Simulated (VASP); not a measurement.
# YMg6V (Amm2) in VASP: reference runs

Aim: a first look at YMg6V with PBE, on the cell as given.

All numbers are computed with VASP 6.6.1; they aren't measurements. Logs are shortened: lines on timing, memory, paths and dates and some standing lists are left out, and cuts for length are marked.

## (1) The structure

The structure is orthorhombic, space group Amm2 (No. 38). The conventional cell has a = 5.093 Å, b = 6.508 Å, c = 11.200 Å, α = 90.00°, β = 90.00°, γ = 90.00°. Y (site symmetry mm2) has 2 V at 3.11 Å and 10 Mg at 3.15 to 3.32 Å as nearest neighbours. Around V (site symmetry mm2) lie 2 Y at 3.11 Å and 10 Mg at 3.14 to 3.27 Å. Around Mg (site symmetry mm2) lie 10 Mg at 3.19 to 3.26 Å and 2 V at 3.25 Å. Mg (site symmetry m) has 8 Mg at 3.13 to 3.32 Å and 2 V at 3.21 to 3.27 Å and 2 Y at 3.21 Å as nearest neighbours. Mg (site symmetry mm2) is surrounded by 10 Mg at 3.14 to 3.33 Å and 2 Y at 3.26 Å. Mg (site symmetry m) is surrounded by 8 Mg at 3.13 to 3.38 Å and 2 V at 3.14 Å and 2 Y at 3.15 to 3.32 Å.

The cell comes from a database or a generator and needn't be the stable form of this composition.

## (2) Single point, PBE, collinear spin, ferromagnetic start

INCAR

```
  PREC = Accurate
  ENCUT = 520
  EDIFF = 1E-7
  ISMEAR = -1
  SIGMA = 0.05
  LREAL = False
  LASPH = True
  NELM = 100
  ALGO = Normal
  ISIF = 2
  LWAVE = False
  LCHARG = False
  ISPIN = 2
  MAGMOM = 0 2 0 0 0 0 0 0
  LORBIT = 11
  LMAXMIX = 4
  GGA = PE
  NBANDS = 32
```

KPOINTS

```
Automatic mesh
0
Gamma
  5 5 5
```

POSCAR

```
YMg6V
1.0
    5.0927340000      0.0000000000      0.0000000000
    0.0000000000      3.2540330000      5.6001945000
    0.0000000000     -3.2540330000      5.6001945000
Y V Mg
1 1 6
Direct
    0.0000000000      0.8265190000      0.8265190000
    0.5000000000      0.6675620000      0.6675620000
    0.5000000000      0.1656070000      0.1656070000
    0.5000000000      0.6643950000      0.1739790000
    0.5000000000      0.1739790000      0.6643950000
    0.0000000000      0.3377520000      0.3377520000
    0.0000000000      0.8222350000      0.3419510000
    0.0000000000      0.3419510000      0.8222350000
```

Potentials or basis: VASP PAW PBE potentials, release 64 (Y_sv, V_sv, Mg).

Launch:

```sh
cat potpaw_PBE.64/Y_sv/POTCAR potpaw_PBE.64/V_sv/POTCAR potpaw_PBE.64/Mg/POTCAR > POTCAR
mpirun -np 1 vasp_std > vasp.out
```

OUTCAR:

```text
PREC = Accurate
   ENCUT = 520
   EDIFF = 1E-7
   ISMEAR = -1
   LREAL = False
   LASPH = True
   NELM = 100
   ISIF = 2
   ISPIN = 2
   LORBIT = 11
   GGA = PE

 ion  position               nearest neighbor table
   1  0.000  0.827  0.827-   2 3.11   2 3.11   8 3.15   7 3.15   5 3.21   4 3.21   4 3.21   5 3.21
                             6 3.26   6 3.26   8 3.32   7 3.32
   2  0.500  0.668  0.668-   1 3.11   1 3.11   8 3.14   7 3.14   7 3.14   8 3.14   5 3.21   4 3.21
                             3 3.25   3 3.25   5 3.27   4 3.27
   3  0.500  0.166  0.166-   6 3.19   6 3.19   8 3.20   7 3.20   7 3.20   8 3.20   4 3.22   5 3.22
                             2 3.25   2 3.25   4 3.26   5 3.26
   4  0.500  0.664  0.174-   7 3.13   7 3.13   6 3.14   6 3.14   5 3.19   2 3.21   1 3.21   1 3.21
                             3 3.22   3 3.26   2 3.27   5 3.32
   5  0.500  0.174  0.664-   8 3.13   8 3.13   6 3.14   6 3.14   4 3.19   2 3.21   1 3.21   1 3.21
                             3 3.22   3 3.26   2 3.27   4 3.32
   6  0.000  0.338  0.338-   4 3.14   5 3.14   4 3.14   5 3.14   7 3.15   8 3.15   3 3.19   3 3.19
                             1 3.26   1 3.26   7 3.33   8 3.33
   7  0.000  0.822  0.342-   8 3.13   4 3.13   4 3.13   2 3.14   2 3.14   6 3.15   1 3.15   3 3.20
                             3 3.20   1 3.32   6 3.33   8 3.38
   8  0.000  0.342  0.822-   7 3.13   5 3.13   5 3.13   2 3.14   2 3.14   6 3.15   1 3.15   3 3.20
                             3 3.20   1 3.32   6 3.33   7 3.38

  LATTYP: Found a base centered orthorhombic cell.
 ALAT       =     6.5080660000
 B/A-ratio  =     1.7210011392
 C/A-ratio  =     0.7825264833

  Lattice vectors:

 A1 = (   0.0000000000,   3.2540330000,  -5.6001945000)
 A2 = (   0.0000000000,   3.2540330000,   5.6001945000)
 A3 = (   5.0927340000,   0.0000000000,   0.0000000000)

Analysis of symmetry for initial positions (statically):
=====================================================================
 Subroutine PRICEL returns:
 Original cell was already a primitive cell.

 Routine SETGRP: Setting up the symmetry group for a
 base centered orthorhombic supercell.

 Subroutine GETGRP returns: Found  4 space group operations
 (whereof  4 operations were pure point group operations)
 out of a pool of  8 trial point group operations.

The static configuration has the point symmetry C_2v.

Analysis of symmetry for dynamics (positions and initial velocities):
=====================================================================
 Subroutine PRICEL returns:
 Original cell was already a primitive cell.

 Routine SETGRP: Setting up the symmetry group for a
 base centered orthorhombic supercell.

 Subroutine GETGRP returns: Found  4 space group operations
 (whereof  4 operations were pure point group operations)
 out of a pool of  8 trial point group operations.

The dynamic configuration has the point symmetry C_2v.

Analysis of structural, dynamic, and magnetic symmetry:
=====================================================================
 Subroutine PRICEL returns:
 Original cell was already a primitive cell.

 Routine SETGRP: Setting up the symmetry group for a
 base centered orthorhombic supercell.

 Subroutine GETGRP returns: Found  4 space group operations
 (whereof  4 operations were pure point group operations)
 out of a pool of  8 trial point group operations.

The overall configuration has the point symmetry C_2v.

 Subroutine INISYM returns: Found  4 space group operations
 (whereof  4 operations are pure point group operations),
 and found     1 'primitive' translations

----------------------------------------------------------------------------------------

                                     Primitive cell

  volume of cell :     185.6120

  direct lattice vectors                    reciprocal lattice vectors
     5.092734000  0.000000000  0.000000000     0.196358184  0.000000000  0.000000000
     0.000000000  3.254033000  5.600194500     0.000000000  0.153655479  0.089282613
     0.000000000 -3.254033000  5.600194500     0.000000000 -0.153655479  0.089282613

  length of vectors
     5.092734000  6.476952154  6.476952154     0.196358184  0.177711540  0.177711540

[... 82 lines left out ...]
 SYSTEM =  unknown system
   PREC   = accura    normal or accurate (medium, high low for compatibility)
   ISTART =      0    job   : 0-new  1-cont  2-samecut
   ICHARG =      2    charge: 1-file 2-atom 10-const
   ISPIN  =      2    spin polarized calculation?
   LNONCOLLINEAR =      F non collinear calculations
   LSORBIT =      F    spin-orbit coupling
   LASPH  =      T    aspherical Exc in radial PAW
   ENCUT  =  520.0 eV  38.22 Ry    6.18 a.u.   9.47 12.04 12.04*2*pi/ulx,y,z
   NELM   =    100;   NELMIN=  2; NELMDL= -5     # of ELM steps
   EDIFF  = 0.1E-06   stopping-criterion for ELM
   LREAL  =      F    real-space projection
   EDIFFG = 0.1E-05   stopping-criterion for IOM
   NSW    =      0    number of steps for IOM
   IBRION =     -1    ionic relax: 0-MD 1-quasi-New 2-CG
   NFREE  =      0    steps in history (QN), initial steepest desc. (CG)
   ISIF   =      2    stress and relaxation
   ISYM   =      2    0-nonsym 1-usesym 2-fastsym
   POTIM  = 0.5000    time-step for ionic-motion
   TEBEG  =    0.0;   TEEND  =   0.0 temperature during run
   PSTRESS=    0.0 pullay stress
   NELECT =      36.0000    total number of electrons
   NUPDOWN=      -1.0000    fix difference up-down
   EMIN   =  10.00;   EMAX   =-10.00  energy-range for DOS
   EFERMI =   0.00;   METHOD = LEGACY
   ISMEAR =    -1;   SIGMA  =   0.05  broadening in eV -4-tet -1-fermi 0-gaus
   EFERMI_NEDOS =   21; number of points for ismear=-14 and -15
   IALGO  =     38    algorithm
   IMIX   =      4    mixing-type and parameters
     AMIX     =   0.40;   BMIX     =  1.00
     AMIX_MAG =   1.60;   BMIX_MAG =  1.00
  volume/ion in A,a.u.               =      23.20       156.57
  Fermi-wavevector in a.u.,A,eV,Ry     =   0.947633  1.790767 12.218152  0.898009
  Thomas-Fermi vector in A             =   2.075745
   LORBIT       =     11    0 simple, 1 ext, 2 COOP (PROOUT), +10 PAW based schemes
   GGA     = PE    functional components
   LHFCALC =     F    Hartree Fock is set to
   AEXX    =    0.0000 exact exchange contribution
   IVDW    =     0    specifies the selected vdW correction
   LEPSILON=     F    determine dielectric tensor
   LRPA    =     F    only Hartree local field effects (RPA)
 spin polarized calculation
  energy-cutoff  :      520.00
  volume of cell :      185.61
 maximum number of plane-waves:      5016
 NGX is ok and might be reduce to    40
   NGX = 19   NGY = 25   NGZ = 25

 number of electron      36.0000000 magnetization       3.3957723

 Free energy of the ion-electron system (eV)
  ---------------------------------------------------
  ext. energy  EPLUGINS =         0.00000000
  ---------------------------------------------------
  free energy    TOTEN  =       -23.29180272 eV

  energy without entropy =      -23.24239460  energy(sigma->0) =      -23.26709866

 E-fermi :   3.0482     XC(G=0):  -8.9665

 val. band max:        3.0475565643   @ k =   0.4000  -0.4000   0.2000
 cond. band min:       3.0672144754   @ k =   0.2000  -0.2000   0.2000
 fundamental gap:      0.0196579111
 Fermi energy:         3.0481631418

 spin component 1

 k-point     1 :       0.0000    0.0000    0.0000
  band No.  band energies     occupation
      1     -61.7906      1.00000
      2     -39.4740      1.00000
      3     -35.6768      1.00000
      4     -35.6669      1.00000
      5     -35.6262      1.00000
      6     -19.5377      1.00000
[... 781 lines left out ...]
     29       6.8278      0.00000
     30       6.9543      0.00000

 [... further k-points ...]

 spin component 2

 k-point     1 :       0.0000    0.0000    0.0000
  band No.  band energies     occupation
      1     -59.2932      1.00000
      2     -39.4147      1.00000
      3     -33.2134      1.00000
      4     -33.1838      1.00000
      5     -33.1293      1.00000
      6     -19.4616      1.00000
[... 781 lines left out ...]
     29       7.0076      0.00000
     30       7.4155      0.00000

 [... further k-points ...]

 [bands above 30 left out]

------------------------ aborting loop because EDIFF is reached ----------------------------------------

  FORCE on cell =-STRESS in cart. coord.  units (eV):
  Direction    XX          YY          ZZ          XY          YZ          ZX
  --------------------------------------------------------------------------------------
  -------------------------------------------------------------------------------------
  Total       -0.1528760     -0.0308939      0.0189579      0.0000000      0.0000000      0.0000000
  in kB       -1.3196049     -0.2666720      0.1636423      0.0000000      0.0000000      0.0000000
  external PRESSURE =      -0.4742115 kB  Pullay stress =       0.0000000 kB

 VOLUME and BASIS-vectors are now :
 -----------------------------------------------------------------------------
  energy-cutoff  :      520.00
  volume of cell :      185.61
      direct lattice vectors                 reciprocal lattice vectors
     5.092734000  0.000000000  0.000000000     0.196358184  0.000000000  0.000000000
     0.000000000  3.254033000  5.600194500     0.000000000  0.153655479  0.089282613
     0.000000000 -3.254033000  5.600194500     0.000000000 -0.153655479  0.089282613

 POSITION                                       TOTAL-FORCE (eV/Angst)
 -----------------------------------------------------------------------------------
      0.00000      0.00000      9.25733         0.000000      0.000000     -0.035116
      2.54637      0.00000      7.47695         0.000000      0.000000      0.019176
      2.54637      0.00000      1.85486         0.000000      0.000000      0.003228
      2.54637      1.59583      4.69506         0.000000     -0.021694      0.039582
      2.54637     -1.59583      4.69506         0.000000      0.021694      0.039582
      0.00000      0.00000      3.78295         0.000000      0.000000      0.003819
      0.00000      1.56286      6.51967         0.000000     -0.023373     -0.035135
      0.00000     -1.56286      6.51967         0.000000      0.023373     -0.035135
 -----------------------------------------------------------------------------------
    total drift:                                0.000000     -0.000000     -0.000163

  FREE ENERGIE OF THE ION-ELECTRON SYSTEM (eV)
  ---------------------------------------------------
  free  energy   TOTEN  =       -23.2918027162 eV

  energy  without entropy=      -23.2423945951  energy(sigma->0) =      -23.26709866

 total charge

# of ion       s       p       d       f       tot
--------------------------------------------------
    1        2.242   6.299   1.016   0.011   9.568
    2        2.239   6.075   2.996   0.000  11.311
    3        0.198   0.118   0.012   0.000   0.327
    4        0.217   0.132   0.012   0.000   0.361
    5        0.217   0.132   0.012   0.000   0.361
    6        0.222   0.130   0.012   0.000   0.364
    7        0.218   0.136   0.012   0.000   0.365
    8        0.218   0.136   0.012   0.000   0.365
--------------------------------------------------
tot          5.771  13.159   4.084   0.011  23.024

 magnetization (x)

# of ion       s       p       d       f       tot
--------------------------------------------------
    1        0.008   0.049   0.104   0.003   0.165
    2        0.047   0.038   2.516   0.000   2.601
    3       -0.009   0.000   0.001   0.000  -0.007
    4       -0.010   0.001   0.001   0.000  -0.008
    5       -0.010   0.001   0.001   0.000  -0.008
    6        0.006  -0.004  -0.000   0.000   0.002
    7       -0.007   0.003   0.002   0.000  -0.003
    8       -0.007   0.003   0.002   0.000  -0.003
--------------------------------------------------
tot          0.020   0.090   2.626   0.003   2.739
```

Run time: 9.2 min. Hardware: 1 thread of AMD EPYC 7R43 (Zen 3), shared host; peak memory 0.49 GiB.

What came out:

* Free energy: -23.2918 eV
* Pressure: 0.0 GPa
* Largest force: 0.045 eV/Å
* Band gap on the k mesh: none (metal or under the smearing width)
* Net moment: 3.40 μB per cell
* Site moments: Y +0.17; V +2.60; Mg -0.01, +0.00, -0.00 μB
* Valence electrons inside the program's atomic spheres: Y 9.57; V 11.31; Mg 0.33, 0.36

Forces in eV/Å, atoms in the order of the input:
```
Y    0.000  0.000 -0.035
V    0.000  0.000  0.019
Mg   0.000  0.000  0.003
Mg   0.000 -0.022  0.040
Mg   0.000  0.022  0.040
Mg   0.000  0.000  0.004
Mg   0.000 -0.023 -0.035
Mg   0.000  0.023 -0.035
```

Stress tensor (GPa, compression positive):
```
-0.13  0.00  0.00
 0.00 -0.03  0.00
 0.00  0.00  0.02
```

Levels at points of the mesh, in eV from the Fermi level:
Spin up:
| k point | band 17 | band 18 | band 19 | band 20 | band 21 | band 22 | band 23 | band 24 |
| --- | --- | --- | --- | --- | --- | --- | --- | --- |
| (0.00, 0.00, 0.00) | -0.90 | -0.81 | -0.70 | -0.07 | 0.20 | 0.84 | 0.99 | 1.03 |
Spin down:
```tsv
k point	band 14	band 15	band 16	band 17	band 18	band 19
(0.00, 0.00, 0.00)	-1.48	-0.98	-0.91	-0.33	0.46	0.98
```
